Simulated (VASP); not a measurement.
# CdSi2Ge61 (a cell with a defect) in VASP: relaxation of the atoms with PBEsol

Aim: the relaxation of the atoms of CdSi2Ge61 (a cell with a defect) with PBEsol.

All numbers are computed with VASP 6.6.1; they aren't measurements. Logs are shortened: lines on timing, memory, paths and dates and some standing lists are left out, and cuts for length are marked.

## (1) The structure

The cell holds a defect, 64 atoms: a = 11.380 Å, b = 11.380 Å, c = 11.380 Å, α = 90.00°, β = 90.00°, γ = 90.00°.

The cell was built by a generator and needn't be a form met in nature.

## (2) Relaxation of the atoms, PBEsol

The input, INCAR:

```
SYSTEM = CdSi2Ge61
ALGO = Normal
EDIFF = 1E-6
EDIFFG = -0.01
ENCUT = 360
GGA = PS
IBRION = 2
ISIF = 2
ISMEAR = 0
LASPH = .True.
LCHARG = .False.
LREAL = .False.
LWAVE = .False.
NELECT = 266
NELM = 60
NSW = 60
PREC = Accurate
SIGMA = 0.02
```

The input, KPOINTS:

```
k-points
0
Gamma
  2 2 2
  0 0 0
```

The input, POSCAR:

```
CdSi2Ge61
1.0
   11.3800000000      0.0000000000      0.0000000000
    0.0000000000     11.3800000000      0.0000000000
    0.0000000000      0.0000000000     11.3800000000
Cd Ge Si
1 61 2
Direct
    0.0004685600      0.9996486300      0.0025813500
    0.9997322900      0.2501164000      0.2516805100
    0.2490344400      0.9993717100      0.2501992200
    0.2496497000      0.2487333500      0.9997824300
    0.1242564500      0.3762227200      0.3769723900
    0.3733952100      0.1256847900      0.3739586500
    0.3740900700      0.3740741100      0.1245513200
    0.0010581700      0.0007565500      0.5000628100
    0.9996141800      0.2500034900      0.7498875100
    0.2508421800      0.9993293000      0.7499934200
    0.2498926700      0.2499444500      0.5002646600
    0.1252099000      0.1264175400      0.6249077400
    0.1266582600      0.3746752000      0.8744926700
    0.3751069800      0.1253774600      0.8752863100
    0.3763720000      0.3762099200      0.6255250700
    0.9996428300      0.4998931500      0.0015009500
    0.0002349600      0.7486080300      0.2492677200
    0.2493867100      0.5012235800      0.2498862000
    0.2524001100      0.7506973000      0.0001325400
    0.1245373100      0.6260324000      0.1247443800
    0.1241248200      0.8756033300      0.3750135500
    0.3762627200      0.6249218500      0.3719631600
    0.3758382700      0.8730059400      0.1266340800
    0.0019341900      0.4995465200      0.4987631500
    0.9985163800      0.7509267100      0.7497853600
    0.2493645700      0.4997415000      0.7522178900
    0.2503684100      0.7507919200      0.5008250300
    0.1260815100      0.6261271000      0.6242455200
    0.3762122200      0.6244671600      0.8749159500
    0.3742642600      0.8743698400      0.6258370700
    0.4995269800      0.9994880100      0.0005241300
    0.5005314900      0.2508415100      0.2501813400
    0.7481376200      0.0006693400      0.2505292000
    0.7510812100      0.2491011000      0.0026769600
    0.6236912700      0.1257719900      0.1250488000
    0.6244826900      0.3758666900      0.3747011400
    0.8725196900      0.1237604100      0.3754860100
    0.8773766000      0.3734269800      0.1249820000
    0.5015406000      0.0006444600      0.4996011100
    0.4984899900      0.2481085100      0.7492057600
    0.7496087700      0.9976115600      0.7482014100
    0.7503224600      0.2495656700      0.4991984100
    0.6245672400      0.1241370400      0.6259849700
    0.6267415400      0.3772020700      0.8757537700
    0.8757934400      0.1265537300      0.8768461400
    0.8765559700      0.3762873800      0.6243260300
    0.4983012100      0.5009314900      0.9999003500
    0.4999408800      0.7490554800      0.2486184600
    0.7514890300      0.5004939100      0.2488689900
    0.7504146100      0.7503245300      0.0005541800
    0.6273716200      0.6249631500      0.1236411100
    0.6250388100      0.8743136000      0.3755825500
    0.8752235800      0.6253679700      0.3743978200
    0.8754393000      0.8744581400      0.1255493000
    0.4996803500      0.4988123100      0.5005294100
    0.4992501700      0.7515333300      0.7504704000
    0.7504966800      0.5001076200      0.7499369700
    0.7474654500      0.7512978800      0.4991356700
    0.6260155000      0.6243219400      0.6248480100
    0.6247619200      0.8738971700      0.8748176500
    0.8755058500      0.6245601600      0.8736576100
    0.8743912800      0.8752652900      0.6262182700
    0.1246189400      0.1256408500      0.1232320800
    0.1247714800      0.8741921100      0.8742447800
```

Potentials or basis: VASP PAW PBE potentials, release 64 (Cd, Ge, Si).

On the command line:

```sh
cat potpaw_PBE.64/Cd/POTCAR potpaw_PBE.64/Ge/POTCAR potpaw_PBE.64/Si/POTCAR > POTCAR
mpirun -np 8 vasp_std > vasp.out
```

OUTCAR:

```text
SYSTEM = CdSi2Ge61
   EDIFF = 1E-6
   EDIFFG = -0.01
   ENCUT = 360
   GGA = PS
   IBRION = 2
   ISIF = 2
   ISMEAR = 0
   LASPH = .True.
   LREAL = .False.
   NELECT = 266
   NELM = 60
   NSW = 60
   PREC = Accurate

 ion  position               nearest neighbor table
   1  0.000  1.000  0.003-  63 2.44  54 2.45  45 2.48  64 2.48
   2  1.000  0.250  0.252-  38 2.45   5 2.47  37 2.48  63 2.48
   3  0.249  0.999  0.250-  21 2.45   6 2.46  23 2.48  63 2.48
   4  0.250  0.249  1.000-  63 2.44  14 2.45  13 2.46   7 2.46
   5  0.124  0.376  0.377-  24 2.41  11 2.47   2 2.47  18 2.48
   6  0.373  0.126  0.374-  11 2.46   3 2.46  32 2.47  39 2.49
[... 56 lines left out ...]
  63  0.125  0.126  0.123-   1 2.44   4 2.44   3 2.48   2 2.48
  64  0.125  0.874  0.874-  25 2.46  10 2.47  19 2.48   1 2.48

  LATTYP: Found a simple cubic cell.
 ALAT       =    11.3800000000

  Lattice vectors:

 A1 = (  11.3800000000,   0.0000000000,   0.0000000000)
 A2 = (   0.0000000000,  11.3800000000,   0.0000000000)
 A3 = (   0.0000000000,   0.0000000000,  11.3800000000)

Analysis of symmetry for initial positions (statically):
=====================================================================
 Subroutine PRICEL returns:
 Original cell was already a primitive cell.

 Routine SETGRP: Setting up the symmetry group for a
 simple cubic supercell.

 Subroutine GETGRP returns: Found  1 space group operations
 (whereof  1 operations were pure point group operations)
 out of a pool of 48 trial point group operations.

The static configuration has the point symmetry C_1 .

Analysis of symmetry for dynamics (positions and initial velocities):
=====================================================================
 Subroutine PRICEL returns:
 Original cell was already a primitive cell.

 Routine SETGRP: Setting up the symmetry group for a
 simple cubic supercell.

 Subroutine GETGRP returns: Found  1 space group operations
 (whereof  1 operations were pure point group operations)
 out of a pool of 48 trial point group operations.

The dynamic configuration has the point symmetry C_1 .

 Subroutine INISYM returns: Found  1 space group operations
 (whereof  1 operations are pure point group operations),
 and found     1 'primitive' translations

----------------------------------------------------------------------------------------

                                     Primitive cell

  volume of cell :    1473.7601

  direct lattice vectors                    reciprocal lattice vectors
    11.380000000  0.000000000  0.000000000     0.087873462  0.000000000  0.000000000
     0.000000000 11.380000000  0.000000000     0.000000000  0.087873462  0.000000000
     0.000000000  0.000000000 11.380000000     0.000000000  0.000000000  0.087873462

  length of vectors
    11.380000000 11.380000000 11.380000000     0.087873462  0.087873462  0.087873462

  position of ions in fractional coordinates (direct lattice)
     0.000468560  0.999648630  0.002581350
     0.999732290  0.250116400  0.251680510
     0.249034440  0.999371710  0.250199220
     0.249649700  0.248733350  0.999782430
     0.124256450  0.376222720  0.376972390
     0.373395210  0.125684790  0.373958650
[... 56 lines left out ...]
     0.124618940  0.125640850  0.123232080
     0.124771480  0.874192110  0.874244780

  ion indices of the primitive-cell ions
   primitive index   ion index
                 1           1
                 2           2
                 3           3
                 4           4
                 5           5
                 6           6
[... 56 lines left out ...]
                63          63
                64          64

[... 27 lines left out ...]
            Coordinates               Weight
  0.000000  0.000000  0.000000      1.000000
  0.500000  0.000000  0.000000      1.000000
  0.000000  0.500000  0.000000      1.000000
  0.000000  0.000000  0.500000      1.000000
  0.500000  0.500000  0.000000      1.000000
  0.000000  0.500000  0.500000      1.000000
  0.500000  0.000000  0.500000      1.000000
  0.500000  0.500000  0.500000      1.000000
   k-points           NKPTS =      8   k-points in BZ     NKDIM =      8   number of bands    NBANDS=    168
   number of dos      NEDOS =    301   number of ions     NIONS =     64
   total plane-waves  NPLWV = 343000
   dimension x,y,z NGX =    70 NGY =   70 NGZ =   70
   dimension x,y,z NGXF=   140 NGYF=  140 NGZF=  140
   ions per type =               1  61   2
   NGX,Y,Z   is equivalent  to a cutoff of  10.23, 10.23, 10.23 a.u.
   NGXF,Y,Z  is equivalent  to a cutoff of  20.45, 20.45, 20.45 a.u.
 SYSTEM =  CdSi2Ge61
   PREC   = accura    normal or accurate (medium, high low for compatibility)
   ISTART =      0    job   : 0-new  1-cont  2-samecut
   ICHARG =      2    charge: 1-file 2-atom 10-const
   ISPIN  =      1    spin polarized calculation?
   LNONCOLLINEAR =      F non collinear calculations
   LSORBIT =      F    spin-orbit coupling
   LASPH  =      T    aspherical Exc in radial PAW
   ENCUT  =  360.0 eV  26.46 Ry    5.14 a.u.  17.61 17.61 17.61*2*pi/ulx,y,z
   NELM   =     60;   NELMIN=  2; NELMDL= -5     # of ELM steps
   EDIFF  = 0.1E-05   stopping-criterion for ELM
   LREAL  =      F    real-space projection
   EDIFFG = -.1E-01   stopping-criterion for IOM
   NSW    =     60    number of steps for IOM
   IBRION =      2    ionic relax: 0-MD 1-quasi-New 2-CG
   NFREE  =      1    steps in history (QN), initial steepest desc. (CG)
   ISIF   =      2    stress and relaxation
   ISYM   =      2    0-nonsym 1-usesym 2-fastsym
   POTIM  = 0.5000    time-step for ionic-motion
   TEBEG  =    0.0;   TEEND  =   0.0 temperature during run
   PSTRESS=    0.0 pullay stress
   NELECT =     266.0000    total number of electrons
   NUPDOWN=      -1.0000    fix difference up-down
   EMIN   =  10.00;   EMAX   =-10.00  energy-range for DOS
   EFERMI =   0.00;   METHOD = LEGACY
   ISMEAR =     0;   SIGMA  =   0.02  broadening in eV -4-tet -1-fermi 0-gaus
   EFERMI_NEDOS =   21; number of points for ismear=-14 and -15
   IALGO  =     38    algorithm
   IMIX   =      4    mixing-type and parameters
     AMIX     =   0.40;   BMIX     =  1.00
     AMIX_MAG =   1.60;   BMIX_MAG =  1.00
  volume/ion in A,a.u.               =      23.03       155.40
  Fermi-wavevector in a.u.,A,eV,Ry     =   0.925180  1.748338 11.646027  0.855959
  Thomas-Fermi vector in A             =   2.051007
   LORBIT       =      0    0 simple, 1 ext, 2 COOP (PROOUT), +10 PAW based schemes
   GGA     = PS    functional components
   LHFCALC =     F    Hartree Fock is set to
   AEXX    =    0.0000 exact exchange contribution
   IVDW    =     0    specifies the selected vdW correction
   LEPSILON=     F    determine dielectric tensor
   LRPA    =     F    only Hartree local field effects (RPA)
 conjugate gradient relaxation of ions
 non-spin polarized calculation
 Gauss-broadening in eV      SIGMA  =   0.02
  energy-cutoff  :      360.00
  volume of cell :     1473.76
 maximum number of plane-waves:     22896
   NGX = 35   NGY = 35   NGZ = 35

--------------------------------------- Ionic step        1  -------------------------------------------

 number of electron     265.9999987 magnetization

 Free energy of the ion-electron system (eV)
  ---------------------------------------------------
  ext. energy  EPLUGINS =         0.00000000
  ---------------------------------------------------
  free energy    TOTEN  =      -302.25441260 eV

  energy without entropy =     -302.25113599  energy(sigma->0) =     -302.25277430

------------------------ aborting loop because EDIFF is reached ----------------------------------------

  FORCE on cell =-STRESS in cart. coord.  units (eV):
  Direction    XX          YY          ZZ          XY          YZ          ZX
  --------------------------------------------------------------------------------------
  -------------------------------------------------------------------------------------
  Total       23.3324179     23.6083430     23.3136701      0.8518324     -0.3994990     -0.6384212
  in kB       25.3655067     25.6654748     25.3451253      0.9260574     -0.4343097     -0.6940506
  external PRESSURE =      25.4587023 kB  Pullay stress =       0.0000000 kB
[... 275 lines left out ...]
  FREE ENERGIE OF THE ION-ELECTRON SYSTEM (eV)
  ---------------------------------------------------
  free  energy   TOTEN  =      -302.6211384888 eV

  energy  without entropy=     -302.6182297435  energy(sigma->0) =     -302.61968412

[... ionic steps 4 to 15 ...]

--------------------------------------- Ionic step       16  -------------------------------------------

 number of electron     265.9999982 magnetization

------------------------ aborting loop because EDIFF is reached ----------------------------------------
[... 191 lines left out ...]
--------------------------------------- Ionic step       18  -------------------------------------------

 number of electron     265.9999983 magnetization

 Free energy of the ion-electron system (eV)
  ---------------------------------------------------
  ext. energy  EPLUGINS =         0.00000000
  ---------------------------------------------------
  free energy    TOTEN  =      -302.68096355 eV

  energy without entropy =     -302.67780756  energy(sigma->0) =     -302.67938556

 E-fermi :   3.5929     XC(G=0):  -9.2584

 val. band max:        3.5845203048   @ k =   0.0000   0.0000   0.0000
 cond. band min:       3.5972735220   @ k =   0.0000   0.0000   0.0000
 fundamental gap:      0.0127532172
 Fermi energy:         3.5928966738

 k-point     1 :       0.0000    0.0000    0.0000
  band No.  band energies     occupation
      1      -9.1409      2.00000
      2      -8.1999      2.00000
      3      -8.1991      2.00000
      4      -8.1584      2.00000
      5      -8.1560      2.00000
      6      -8.1517      2.00000
[... 1173 lines left out ...]
    144       4.7497      0.00000
    145       4.7533      0.00000
 [bands above 145 left out]

------------------------ aborting loop because EDIFF is reached ----------------------------------------

  FORCE on cell =-STRESS in cart. coord.  units (eV):
  Direction    XX          YY          ZZ          XY          YZ          ZX
  --------------------------------------------------------------------------------------
  -------------------------------------------------------------------------------------
  Total       22.9506938     22.8771365     22.8748341      0.0050538      1.1568817     -0.0241255
  in kB       24.9505208     24.8705541     24.8680510      0.0054942      1.2576875     -0.0262277
  external PRESSURE =      24.8963753 kB  Pullay stress =       0.0000000 kB
[... 79 lines left out ...]
  FREE ENERGIE OF THE ION-ELECTRON SYSTEM (eV)
  ---------------------------------------------------
  free  energy   TOTEN  =      -302.6809635526 eV

  energy  without entropy=     -302.6778075635  energy(sigma->0) =     -302.67938556

 reached required accuracy - stopping structural energy minimisation
```

Wall time 73 min (8 MPI ranks of Intel Xeon Platinum 8488C (Sapphire Rapids), shared host); peak memory 0.36 GiB.

Results:

```yaml
Free_energy: -302.6810 eV
Energy_gained_by_relaxing: 6.7 meV/atom
Ionic_steps: 18
Largest_force_after_relaxing: 0.009 eV/Å
Band_gap_on_the_k_mesh: 0.01 eV, direct
```

Forces on the atoms (eV/Å):
```
Cd  -0.001  0.001 -0.001
Ge   0.003  0.002  0.005
Ge  -0.002  0.001 -0.002
Ge  -0.003  0.002 -0.001
Ge  -0.002 -0.004 -0.001
Ge  -0.002 -0.002  0.005
Ge  -0.003  0.001 -0.002
Ge  -0.003  0.001  0.001
Ge   0.004 -0.001  0.000
Ge  -0.001  0.001  0.002
Ge   0.001 -0.001  0.002
Ge   0.001  0.003  0.001
Ge   0.001 -0.005 -0.001
Ge  -0.003 -0.001 -0.001
Ge  -0.007 -0.004  0.004
Ge  -0.002  0.000  0.000
Ge   0.004  0.002  0.000
Ge  -0.001 -0.001 -0.001
Ge  -0.001  0.000 -0.003
Ge   0.001  0.000  0.000
Ge  -0.002 -0.001  0.000
Ge  -0.005  0.004 -0.004
Ge  -0.001  0.002  0.000
Ge   0.003  0.003  0.001
Ge  -0.001  0.001 -0.002
Ge  -0.003  0.001 -0.002
Ge   0.001  0.003  0.001
Ge   0.000 -0.002  0.002
Ge  -0.001 -0.005  0.003
Ge   0.000  0.000 -0.002
Ge  -0.004 -0.001 -0.001
Ge  -0.001  0.000  0.001
Ge   0.001  0.002 -0.003
Ge   0.002 -0.002  0.000
Ge   0.001 -0.002  0.000
Ge  -0.001 -0.004 -0.001
Ge   0.000 -0.003 -0.002
Ge   0.002 -0.002 -0.002
Ge   0.003  0.002 -0.001
Ge  -0.001  0.000  0.000
Ge   0.000  0.001  0.000
Ge   0.001  0.002  0.004
Ge  -0.001 -0.004  0.004
Ge  -0.001 -0.005  0.002
Ge   0.005 -0.002  0.003
Ge   0.006 -0.004  0.000
Ge   0.001  0.002 -0.002
Ge  -0.001  0.000  0.000
Ge   0.001  0.002 -0.002
Ge   0.002  0.003 -0.001
Ge   0.002  0.003 -0.004
Ge  -0.001  0.002 -0.002
Ge   0.006 -0.001  0.001
Ge   0.003  0.003 -0.001
Ge  -0.006  0.000  0.003
Ge   0.000  0.002  0.001
Ge   0.001 -0.002 -0.002
Ge  -0.001  0.000 -0.004
Ge   0.000  0.001  0.001
Ge  -0.002  0.000  0.001
Ge   0.001  0.001  0.001
Ge   0.001  0.003  0.003
Si   0.003  0.000 -0.001
Si   0.005  0.002 -0.001
```

Step by step:
| step | energy change (eV) | largest force (eV/Å) | pressure (GPa) |
| --- | --- | --- | --- |
| 1 | 0.0000 | 0.8233 | 2.55 |
| 2 | -0.3404 | 0.3320 | 2.49 |
| 3 | -0.3667 | 0.2752 | 2.49 |
| 4 | -0.3968 | 0.1342 | 2.49 |
| 5 | -0.4017 | 0.1211 | 2.49 |
| 6 | -0.4105 | 0.0831 | 2.49 |
| 7 | -0.4161 | 0.0898 | 2.49 |
| 8 | -0.4214 | 0.0379 | 2.49 |
| 9 | -0.4219 | 0.0533 | 2.49 |
| 10 | -0.4239 | 0.0240 | 2.49 |
| 11 | -0.4240 | 0.0276 | 2.49 |
| 12 | -0.4249 | 0.0232 | 2.49 |
| 13 | -0.4252 | 0.0228 | 2.49 |
| 14 | -0.4256 | 0.0264 | 2.49 |
| 15 | -0.4257 | 0.0270 | 2.49 |
| 16 | -0.4261 | 0.0177 | 2.49 |
| 17 | -0.4264 | 0.0152 | 2.49 |
| 18 | -0.4266 | 0.0090 | 2.49 |

Caveat: the cell carries a net charge on a neutralising background, which shifts energy and pressure; the cell is charged against a uniform background, so pressure and absolute levels hang on convention; the PAW data sets were made with another functional, which shifts forces and pressure a little. A hybrid or GW would open this gap; PBEsol tends to underestimate it.
